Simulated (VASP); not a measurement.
Given:

```
CoSi2
1.0
    0.00000     2.65582     2.61599
    2.61599     0.00000     2.61599
    2.61599     2.65582     0.00000
Co Si
1 2
Cartesian
  0.00000   0.00000   0.00000
  1.30799   1.32791   1.30799
  3.92398   3.98374   3.92398
```

Calculation: r2SCAN meta-GGA, VASP's PBE PAW potentials (set 64) (plane waves; VASP). Run with 480 eV cut-off, 10×10×10 Γ-centred mesh, first-order Methfessel-Paxton smearing of 0.10 eV, potentials Co Si.

Problem. Predict the energy per atom (σ→0), pressure, band gap (on the k-mesh) with the smallest direct gap where there is one.

Solution. 
```
Quantity                                                     Value
------------------------  ----------------------------------------
band gap (on the k-mesh)  none (metal, semimetal or under 0.01 eV)
energy per atom (σ→0)                              -10.662 eV/atom
pressure                                                 67.4 kbar
```

The compound is CoSi2 in the fluorite structure. This cell was strained or had an atom moved on purpose. The run is not spin-polarised, so no magnetic state was tried. The electron count is odd and the run is not spin-polarised, which forces a metal.
